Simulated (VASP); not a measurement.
Write the native input for VASP 6.6.1 that does the following.

```yaml
Task: relaxation of cell and atoms
Functional: PBE
Dispersion: TS-HI
Potentials_or_basis: VASP PAW PBE potentials, release 64 (Si, F)
Cutoff: 600 eV
k_mesh: 9 × 9 × 9
Occupations: fermi-dirac, width 0.05 eV
Spin: no spin polarisation
Further_INCAR_settings: ALGO = Normal; EDIFF = 1e-06; IBRION = 2; EDIFFG = -0.02; NSW = 60; ISIF = 3
```

The structure of SiF lies in POSCAR:

```
SiF
1.0
    3.0286000000      0.0000000000      0.0000000000
    0.0000000000      3.0286000000      0.0000000000
    0.0000000000      0.0000000000      3.0286000000
Si F
1 1
Direct
    0.5000000000      0.5000000000      0.5000000000
    0.0000000000      0.0000000000      0.0000000000
```

The cell was built by a generator and needn't be a form met in nature.

One way to write it, as run:

INCAR

```
SYSTEM = SiF
ALGO     = Normal         ! electronic algorithm
EDIFF    = 1E-6           ! SCF threshold, eV
EDIFFG   = -0.02          ! ionic threshold
ENCUT    = 600            ! plane-wave cutoff, eV
GGA      = PE             ! functional
IBRION   = 2              ! ionic algorithm
ISIF     = 3              ! what is computed and relaxed
ISMEAR   = -1             ! smearing method
IVDW     = 21             ! dispersion correction
LASPH    = .TRUE.         ! aspherical terms in the spheres
LCHARG   = .FALSE.        ! write CHGCAR
LREAL    = .FALSE.        ! projectors in reciprocal space
LWAVE    = .FALSE.        ! write WAVECAR
NELM     = 60             ! most SCF steps
NSW      = 60             ! ionic steps
PREC     = Accurate       ! precision mode
SIGMA    = 0.05           ! smearing width, eV
```

KPOINTS

```
k-points
0
G
  9 9 9
  0 0 0
```

Potentials or basis: VASP PAW PBE potentials, release 64 (Si, F).

The run is started by

```console
$ cat potpaw_PBE.64/Si/POTCAR potpaw_PBE.64/F/POTCAR > POTCAR
$ mpirun -np 1 vasp_std > vasp.out
```

Results of the run:

```
Relaxed volume                         : 13.51 Å³/atom
Relaxed cell                           : a = 3.001 Å, b = 3.001 Å, c = 3.001 Å, α = 90.00°, β = 90.00°, γ = 90.00°
Space group after relaxing (to 0.05 Å) : Pm-3m (No. 221)
Energy gained by relaxing              : 3.3 meV/atom
Ionic steps                            : 2
Pressure after relaxing                : -0.2 GPa
Band gap on the k mesh                 : none (metal or under the smearing width)
Hirshfeld charges                      : Si +0.21; F -0.21 e
Dispersion energy per atom             : -0.124 eV
```

Caveat: an odd number of electrons without spin polarisation forces a metal; a magnetic or distorted state may lie lower; pairwise dispersion overbinds metals, which lowers pressure and volume.

It took 27 s on 1 thread of AMD EPYC 9R45 96-Core Processor (Zen 5), on a shared host, peak memory 0.11 GiB.
